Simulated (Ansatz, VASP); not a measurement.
# Lu3TlC: VASP beside Ansatz

One calculation is typed for both programs; each brings its own data sets. How far apart do they land? The cell is taken from a series of runs on this material, whose earlier steps may have relaxed, scaled, displaced or heated it; both programs get it as it stands.

Method: plane waves, with VASP 6.6.1 beside it; zone-centre phonons at PBEsol, in Ansatz 0.2.0.

### Step 1. Set-up

The structure is cubic, space group Pm-3m (No. 221). The conventional cell has a = 4.712 Å, b = 4.712 Å, c = 4.712 Å, α = 90.00°, β = 90.00°, γ = 90.00°. Nearest to Lu lie 2 C at 2.36 Å and 8 Lu at 3.33 Å and 4 Tl at 3.33 Å. Nearest to Tl lie 12 Lu at 3.33 Å. C has 6 Lu at 2.36 Å nearest. Farther neighbours are not listed.

Structure file:

```xyz
5
Lattice="4.7123 0.0000 0.0000 0.0000 4.7123 0.0000 0.0000 0.0000 4.7123" Properties=species:S:1:pos:R:3 pbc="T T T"
Lu    2.3561    0.0000    2.3561
Lu    0.0000    2.3561    2.3561
Lu    2.3561    2.3561    0.0000
Tl    0.0000    0.0000    0.0000
C     2.3561    2.3561    2.3561
```

### Step 2. VASP: zone-centre phonons, PBEsol

Second derivatives magnify differences that forces hide, and they need a tight electronic threshold.

Lines of VASP's logs that name or quote its potential files are left out, and so is its time.

INCAR

```
SYSTEM = Lu3TlC
PREC = Accurate
ENCUT = 600
EDIFF = 1E-08
NELM = 120
ISMEAR = 1
SIGMA = 0.2
LREAL = .FALSE.
ALGO = Normal
GGA = PS
NBANDS = 28
LORBIT = 11
LWAVE = .FALSE.
LCHARG = .FALSE.
ISIF = 2
IBRION = 8
LASPH = .TRUE.
GGA_COMPAT = .FALSE.
KPAR = 2
```

POSCAR

```
Lu3TlC
1.0
    4.7122954400      0.0000000000      0.0000000000
    0.0000000000      4.7122954400      0.0000000000
    0.0000000000      0.0000000000      4.7122954400
Lu Tl C
3 1 1
Direct
    0.5000000000      0.0000000000      0.5000000000
    0.0000000000      0.5000000000      0.5000000000
    0.5000000000      0.5000000000      0.0000000000
    0.0000000000      0.0000000000      0.0000000000
    0.5000000000      0.5000000000      0.5000000000
```

KPOINTS

```
Automatic mesh
0
Gamma
8 8 8
0 0 0
```

The projector-augmented-wave data sets are Lu_3, Tl_d and C (PBE family, release 64).

Started as:

```
$ mpirun -np 2 vasp_std
```

Numbers of over 12 decimals in the logs are rounded to 6 here.

The program printed:

```text
[banner, memory and clock lines left out]
running    2 mpi-ranks, on    1 nodes
 distrk:  each k-point on    1 cores,    2 groups
 distr:  one band on    1 cores,    1 groups

 POSCAR found type information on POSCAR LuTlC
 POSCAR found :  3 types and       5 ions
|                                                                             |
|               ----> ADVICE to this user running VASP <----                  |
|                                                                             |
|     You enforced a specific xc type in the INCAR file but a different       |
|     [... a line on the potential file left out ...]
|     I HOPE YOU KNOW WHAT YOU ARE DOING!                                     |
|                                                                             |

 LDA part: xc-table for (Slater+PW92), standard interpolation
 POSCAR, INCAR and KPOINTS ok, starting setup
 FFT: planning ... GRIDC
 FFT: planning ... GRID_SOFT
 FFT: planning ... GRID
 WAVECAR not read
 entering main loop
       N       E                     dE             d eps       ncg     rms          rms(c)
DAV:   1     0.306452094359E+03    0.30645E+03   -0.21186E+04  3608   0.193E+03
DAV:   2    -0.526923881106E+01   -0.31172E+03   -0.30402E+03  3776   0.985E+02
DAV:   3    -0.325183706583E+02   -0.27249E+02   -0.25739E+02  3792   0.239E+02
DAV:   4    -0.340727974536E+02   -0.15544E+01   -0.15089E+01  3532   0.328E+01
DAV:   5    -0.341245090099E+02   -0.51712E-01   -0.50255E-01  3560   0.637E+00    0.448E+01
DAV:   6    -0.298171805738E+02    0.43073E+01   -0.26203E+01  3192   0.249E+01    0.311E+01
DAV:   7    -0.298572544021E+02   -0.40074E-01   -0.20113E+00  3240   0.837E+00    0.157E+01
DAV:   8    -0.298581940680E+02   -0.93967E-03   -0.24841E-01  3376   0.514E+00    0.175E+00
DAV:   9    -0.298483233370E+02    0.98707E-02   -0.11326E-01  3296   0.170E+00    0.612E-01
DAV:  10    -0.298472178338E+02    0.11055E-02   -0.20667E-02  3344   0.949E-01    0.106E-01
DAV:  11    -0.298470541165E+02    0.16372E-03   -0.14202E-03  3272   0.286E-01    0.770E-02
DAV:  12    -0.298470683590E+02   -0.14242E-04   -0.76163E-04  3408   0.146E-01    0.413E-02
DAV:  13    -0.298470451659E+02    0.23193E-04   -0.21264E-04  3272   0.684E-02    0.116E-02
DAV:  14    -0.298470445797E+02    0.58620E-06   -0.13341E-05  3180   0.258E-02    0.180E-03
DAV:  15    -0.298470447155E+02   -0.13581E-06   -0.13989E-06  3416   0.929E-03    0.151E-03
DAV:  16    -0.298470447176E+02   -0.20746E-08   -0.33266E-08  1952   0.213E-03
   1 F= -.29847045E+02 E0= -.29848248E+02  d E =0.360876E-02
 Linear response reoptimize wavefunctions to high precision
DAV:   1    -0.298470447124E+02    0.52351E-08   -0.15441E-08  2276   0.167E-03
DAV:   2    -0.298470447125E+02   -0.11869E-09   -0.12011E-09  1444   0.878E-04
DAV:   3    -0.298470447126E+02   -0.89130E-10   -0.90568E-10  1364   0.798E-04
 Linear response DOF=           4
 Linear response progress:
  Degree of freedom:   1/  4
       N       E                     dE             d eps       ncg     rms          rms(c)
RMM:   1    -0.268072454808E+00   -0.26807E+00   -0.30449E+02  7124   0.680E+02
RMM:   2    -0.107370147374E+00    0.16070E+00   -0.26184E-01 18669   0.262E+00    0.122E-01
RMM:   3    -0.107949256599E+00   -0.57911E-03   -0.10140E-02 16699   0.635E-01    0.514E-02
RMM:   4    -0.107929700908E+00    0.19556E-04   -0.18289E-03 16478   0.314E-01    0.202E-02
RMM:   5    -0.107944509271E+00   -0.14808E-04   -0.31684E-04 17864   0.632E-02    0.105E-02
RMM:   6    -0.107950199041E+00   -0.56898E-05   -0.57494E-05 17379   0.223E-02    0.289E-03
RMM:   7    -0.107944138615E+00    0.60604E-05   -0.16714E-05 16389   0.114E-02    0.584E-04
RMM:   8    -0.107942533862E+00    0.16048E-05   -0.65315E-06 17630   0.541E-03    0.301E-04
RMM:   9    -0.107940543498E+00    0.19904E-05   -0.32854E-06 16016   0.408E-03    0.145E-04
RMM:  10    -0.107940503767E+00    0.39730E-07   -0.19597E-06 16699   0.365E-03    0.419E-05
RMM:  11    -0.107940552652E+00   -0.48884E-07   -0.12387E-06 16886   0.351E-03    0.252E-05
RMM:  12    -0.107940620580E+00   -0.67928E-07   -0.85308E-07 16801   0.341E-03    0.144E-05
RMM:  13    -0.107940694118E+00   -0.73538E-07   -0.69732E-07 17396   0.342E-03    0.116E-05
RMM:  14    -0.107940692164E+00    0.19545E-08   -0.54315E-07 17179   0.339E-03    0.108E-05
RMM:  15    -0.107940712102E+00   -0.19938E-07   -0.54286E-07 17255   0.338E-03    0.176E-05
RMM:  16    -0.107940714454E+00   -0.23515E-08   -0.46531E-07 17401   0.337E-03    0.154E-05
RMM:  17    -0.107940707737E+00    0.67164E-08   -0.48015E-07 17706   0.335E-03    0.187E-05
RMM:  18    -0.107940700861E+00    0.68765E-08   -0.34878E-07 17797   0.334E-03    0.164E-05
 first order change of Fermi-energy   0.12173E-03
 force on displaced ion       1 direction 1 :  -5.018   0.000   0.000
 Linear response progress:
  Degree of freedom:   2/  4
       N       E                     dE             d eps       ncg     rms          rms(c)
RMM:   1    -0.325962659068E+00   -0.32596E+00   -0.36401E+02  4269   0.751E+02
RMM:   2    -0.105326375269E+00    0.22064E+00   -0.29660E-01 11159   0.265E+00    0.484E-01
RMM:   3    -0.105782855423E+00   -0.45648E-03   -0.10413E-02  9421   0.563E-01    0.265E-01
RMM:   4    -0.105743036713E+00    0.39819E-04   -0.20993E-03  9644   0.272E-01    0.156E-02
RMM:   5    -0.105691385337E+00    0.51651E-04   -0.28891E-04 10055   0.952E-02    0.104E-02
RMM:   6    -0.105655862487E+00    0.35523E-04   -0.37884E-05  9602   0.417E-02    0.409E-03
RMM:   7    -0.105648342010E+00    0.75205E-05   -0.76607E-06 10273   0.134E-02    0.180E-03
RMM:   8    -0.105640734118E+00    0.76079E-05   -0.23529E-06 10204   0.606E-03    0.468E-04
RMM:   9    -0.105640996874E+00   -0.26276E-06   -0.10068E-06 10282   0.342E-03    0.173E-04
RMM:  10    -0.105641198432E+00   -0.20156E-06   -0.45415E-07 10067   0.291E-03    0.102E-04
RMM:  11    -0.105641294088E+00   -0.95657E-07   -0.21102E-07  9622   0.284E-03    0.504E-05
RMM:  12    -0.105641263815E+00    0.30274E-07   -0.27663E-07 10252   0.281E-03    0.226E-05
RMM:  13    -0.105641266684E+00   -0.28695E-08    0.30564E-07  9951   0.283E-03    0.119E-05
RMM:  14    -0.105641261272E+00    0.54119E-08   -0.69810E-08 10353   0.282E-03    0.321E-06
 first order change of Fermi-energy   0.23380E-03
 force on displaced ion       1 direction 2 :   0.000 -11.108   0.000
 Linear response progress:
  Degree of freedom:   3/  4
       N       E                     dE             d eps       ncg     rms          rms(c)
RMM:   1    -0.334925902255E+00   -0.33493E+00   -0.17632E-01  8126   0.926E+00
RMM:   2    -0.341120970344E+00   -0.61951E-02   -0.22411E-02  9413   0.792E-01    0.104E-01
RMM:   3    -0.341123139315E+00   -0.21690E-05   -0.25529E-03  9266   0.339E-01    0.579E-02
RMM:   4    -0.340972962403E+00    0.15018E-03   -0.26029E-04  9304   0.111E-01    0.120E-02
RMM:   5    -0.340987764866E+00   -0.14802E-04   -0.33920E-05 10761   0.339E-02    0.474E-03
RMM:   6    -0.340997827081E+00   -0.10062E-04   -0.33430E-06  8513   0.293E-02    0.168E-03
RMM:   7    -0.340995894742E+00    0.19323E-05   -0.68267E-07 10363   0.562E-03    0.814E-04
RMM:   8    -0.340991130607E+00    0.47641E-05   -0.29070E-07  8231   0.575E-03    0.339E-04
RMM:   9    -0.340990126076E+00    0.10045E-05   -0.27938E-07  9389   0.284E-03    0.103E-04
RMM:  10    -0.340989318423E+00    0.80765E-06   -0.33897E-07  9454   0.251E-03    0.232E-05
RMM:  11    -0.340989310780E+00    0.76433E-08   -0.38116E-07 10317   0.230E-03    0.135E-05
RMM:  12    -0.340989272285E+00    0.38495E-07   -0.19673E-07 10341   0.231E-03    0.436E-06
RMM:  13    -0.340989289526E+00   -0.17240E-07   -0.20364E-07  9861   0.231E-03    0.192E-06
RMM:  14    -0.340989286631E+00    0.28945E-08   -0.31250E-07 10710   0.232E-03    0.172E-06
RMM:  15    -0.340989287214E+00   -0.58331E-09   -0.25913E-07  9981   0.233E-03    0.128E-06
RMM:  16    -0.340989287440E+00   -0.22575E-09   -0.23121E-07 10034   0.233E-03    0.167E-06
RMM:  17    -0.340989286946E+00    0.49452E-09   -0.28369E-07  9819   0.234E-03    0.159E-06
RMM:  18    -0.340989287497E+00   -0.55154E-09   -0.22704E-07  9756   0.234E-03    0.189E-06
RMM:  19    -0.340989286513E+00    0.98441E-09   -0.26614E-07  9802   0.234E-03    0.184E-06
 first order change of Fermi-energy   0.43758E-04
 force on displaced ion       4 direction 1 :  -3.398  -0.000   0.000
 Linear response progress:
  Degree of freedom:   4/  4
       N       E                     dE             d eps       ncg     rms          rms(c)
RMM:   1    -0.141015694748E+00   -0.14102E+00   -0.11106E-01  6766   0.146E+01
RMM:   2    -0.123775240376E+00    0.17240E-01   -0.17817E-02  9224   0.102E+00    0.427E-01
RMM:   3    -0.124214932962E+00   -0.43969E-03   -0.24459E-03  8711   0.536E-01    0.224E-01
RMM:   4    -0.125102912203E+00   -0.88798E-03   -0.10402E-03  8597   0.243E-01    0.368E-02
RMM:   5    -0.125071661804E+00    0.31250E-04   -0.11248E-04  8778   0.166E-01    0.281E-02
RMM:   6    -0.125144813549E+00   -0.73152E-04   -0.24987E-05 10159   0.316E-02    0.569E-03
RMM:   7    -0.125105139368E+00    0.39674E-04   -0.37794E-06  8984   0.249E-02    0.117E-03
RMM:   8    -0.125108580986E+00   -0.34416E-05   -0.10977E-06 10084   0.529E-03    0.409E-04
RMM:   9    -0.125111538197E+00   -0.29572E-05   -0.59476E-07  9204   0.350E-03    0.181E-04
RMM:  10    -0.125111116222E+00    0.42197E-06   -0.52271E-07  9522   0.255E-03    0.474E-05
RMM:  11    -0.125111116327E+00   -0.10502E-09   -0.36118E-07  9785   0.226E-03    0.285E-05
RMM:  12    -0.125111398619E+00   -0.28229E-06   -0.28598E-07  9824   0.203E-03    0.855E-06
RMM:  13    -0.125111350021E+00    0.48598E-07   -0.64247E-07 10163   0.201E-03    0.532E-06
RMM:  14    -0.125111376607E+00   -0.26585E-07   -0.35812E-07  9951   0.203E-03    0.375E-06
RMM:  15    -0.125111356432E+00    0.20175E-07   -0.45655E-07  9734   0.204E-03    0.462E-06
RMM:  16    -0.125111363738E+00   -0.73064E-08   -0.53961E-07  9700   0.204E-03    0.356E-06
RMM:  17    -0.125111355375E+00    0.83633E-08   -0.36056E-07  9722   0.201E-03    0.556E-06
RMM:  18    -0.125111355193E+00    0.18186E-09   -0.50128E-07  9631   0.200E-03    0.427E-06
RMM:  19    -0.125111363347E+00   -0.81534E-08   -0.39868E-07  9794   0.198E-03    0.545E-06
RMM:  20    -0.125111362389E+00    0.95751E-09   -0.49489E-07  9773   0.196E-03    0.482E-06
 first order change of Fermi-energy  -0.26180E-03
 force on displaced ion       5 direction 1 :  -6.499  -0.000   0.000
 Linear response finished
```

(Part 1 of 3 ends here.)

[Lines on the potential files, build, host, timing and source positions are cut from VASP's logs without a mark.]

[Logs are printed without paths, hosts, clocks, repeated set-up lines and the standing remarks that a program may print on its own settings, such as how far it seeks lower states.]

[Hosts, paths, dates, database ids (printed as entryN), source tags and the programs' standing remarks are cut or masked in the printed files.]
